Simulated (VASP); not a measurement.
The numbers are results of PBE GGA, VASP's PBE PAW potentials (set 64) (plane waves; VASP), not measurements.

A VASP calculation is set up with these files.

INCAR:
```
# general
SYSTEM =BiN
PREC   =Accurate
ENCUT  =400
LREAL  =.FALSE.
LASPH  =.TRUE.

# electronic loop
EDIFF  =1E-6
NELM   =100
ALGO   =Normal
LMAXMIX=4

# smearing
ISMEAR =0
SIGMA  =0.05

# functional
GGA    =PE

# ions
ISIF   =2

# output
LWAVE  =.FALSE.
LCHARG =.FALSE.
```

File KPOINTS:
```
Automatic
0
gamma
 8 8 5
```

POSCAR:
```
BiN
1
    3.6988090000     0.0000000000     0.0000000000
   -1.8494040000     3.2032620000     0.0000000000
    0.0000000000     0.0000000000     5.1552340000
Bi N
2 2
Direct
  0.0000000000   0.0000000000   0.0000000000
  0.0000000000   0.0000000000   0.5000000000
  0.3333330000   0.6666670000   0.2500000000
  0.6666670000   0.3333330000   0.7500000000
```

POTCAR, in this order: Bi_d N (PBE.64 set). Program: vasp_std.

The resulting files:

**OUTCAR**
```
 ion  position               nearest neighbor table
   1  0.000  0.000  0.000-   3 2.49   4 2.49   3 2.49   4 2.49   4 2.49   3 2.49   2 2.58   2 2.58
  LATTYP: Found a hexagonal cell.
 ALAT       =     3.6988090000
 C/A-ratio  =     1.3937551250
 Subroutine PRICEL returns:
 Original cell was already a primitive cell.
 Subroutine GETGRP returns: Found 24 space group operations
The static configuration has the point symmetry D_3d.
 The point group associated with its full space group is D_6h.
The dynamic configuration has the point symmetry D_3d.
 Subroutine INISYM returns: Found 24 space group operations
 Subroutine IBZKPT returns following result:
 Found     30 irreducible k-points:

 Following reciprocal coordinates:
            Coordinates               Weight
  0.000000  0.000000  0.000000      1.000000
  0.125000 -0.000000  0.000000      6.000000
  0.250000 -0.000000  0.000000      6.000000
  0.375000  0.000000  0.000000      6.000000
  0.500000 -0.000000  0.000000      3.000000
  0.125000  0.125000  0.000000      6.000000
  0.250000  0.125000  0.000000     12.000000
  0.375000  0.125000  0.000000     12.000000
  0.250000  0.250000  0.000000      6.000000
  0.375000  0.250000  0.000000      6.000000
  0.000000  0.000000  0.200000      2.000000
  0.125000 -0.000000  0.200000     12.000000
  0.250000 -0.000000  0.200000     12.000000
  0.375000  0.000000  0.200000     12.000000
  0.500000 -0.000000  0.200000      6.000000
  0.125000  0.125000  0.200000     12.000000
  0.250000  0.125000  0.200000     24.000000
  0.375000  0.125000  0.200000     24.000000
  0.250000  0.250000  0.200000     12.000000
  0.375000  0.250000  0.200000     12.000000
  0.000000  0.000000  0.400000      2.000000
  0.125000 -0.000000  0.400000     12.000000
  0.250000 -0.000000  0.400000     12.000000
...
```

### OSZICAR
```
       N       E                     dE             d eps       ncg     rms          rms(c)
DAV:   1     0.404263928987E+03    0.40426E+03   -0.18517E+04  1440   0.185E+03
DAV:   2     0.171777564075E+02   -0.38709E+03   -0.38273E+03  1648   0.495E+02
DAV:   3    -0.205314630392E+02   -0.37709E+02   -0.37082E+02  1728   0.169E+02
DAV:   4    -0.218483216870E+02   -0.13169E+01   -0.13147E+01  1776   0.336E+01
DAV:   5    -0.218987379246E+02   -0.50416E-01   -0.50410E-01  2152   0.584E+00    0.115E+01
DAV:   6    -0.180254047091E+02    0.38733E+01   -0.35851E+01  1944   0.350E+01    0.478E+00
DAV:   7    -0.178144960643E+02    0.21091E+00   -0.32747E+00  1672   0.108E+01    0.261E+00
DAV:   8    -0.178171655851E+02   -0.26695E-02   -0.54996E-01  2048   0.457E+00    0.810E-01
DAV:   9    -0.177969051050E+02    0.20260E-01   -0.96583E-02  1960   0.176E+00    0.415E-01
DAV:  10    -0.177975912780E+02   -0.68617E-03   -0.67752E-03  1768   0.516E-01    0.929E-02
DAV:  11    -0.177973928708E+02    0.19841E-03   -0.18861E-03  2048   0.219E-01    0.357E-02
DAV:  12    -0.177973932617E+02   -0.39095E-06   -0.12138E-04  1616   0.964E-02    0.265E-02
DAV:  13    -0.177973920812E+02    0.11806E-05   -0.68917E-06  1712   0.237E-02    0.112E-02
DAV:  14    -0.177973895494E+02    0.25318E-05   -0.42846E-06  1512   0.136E-02    0.181E-03
DAV:  15    -0.177973894945E+02    0.54892E-07   -0.34407E-07  1120   0.521E-03
   1 F= -.17797389E+02 E0= -.17796994E+02  d E =-.790376E-03
```

File OUTCAR:
```
------------------------ aborting loop because EDIFF is reached ----------------------------------------
  FORCE on cell =-STRESS in cart. coord.  units (eV):
  Direction    XX          YY          ZZ          XY          YZ          ZX
  --------------------------------------------------------------------------------------
  Total        1.6342956      1.6342951     31.5546574      0.0000003      0.0000000      0.0000000
  in kB       42.8685167     42.8685017    827.6968467      0.0000067      0.0000000      0.0000000
  external PRESSURE =     304.4779550 kB  Pullay stress =       0.0000000 kB
  volume of cell :       61.08
      direct lattice vectors                 reciprocal lattice vectors
     3.698809000  0.000000000  0.000000000     0.270357296  0.156090843  0.000000000
    -1.849404000  3.203262000  0.000000000     0.000000000  0.312181770  0.000000000
     0.000000000  0.000000000  5.155234000     0.000000000  0.000000000  0.193977616
 POSITION                                       TOTAL-FORCE (eV/Angst)
 -----------------------------------------------------------------------------------
      0.00000      0.00000      0.00000         0.000000      0.000000     -0.000000
      0.00000      0.00000      2.57762        -0.000000      0.000000     -0.000000
     -0.00000      2.13551      1.28881         0.000000     -0.000000      0.000000
      1.84941      1.06775      3.86643        -0.000000      0.000000      0.000000
 -----------------------------------------------------------------------------------
    total drift:                                0.000000     -0.000000      0.000000
  FREE ENERGIE OF THE ION-ELECTRON SYSTEM (eV)
  ---------------------------------------------------
  free  energy   TOTEN  =       -17.7973894945 eV

  energy  without entropy=      -17.7965991182  energy(sigma->0) =      -17.79699431
```
(Selected blocks of OUTCAR.)

At this cut-off the stress carries a Pulay error, which pulls relaxed volumes low.

The structure was generated: BiN was put into an ordered model structure, which need not be its known phase. The cell was not relaxed at this level.
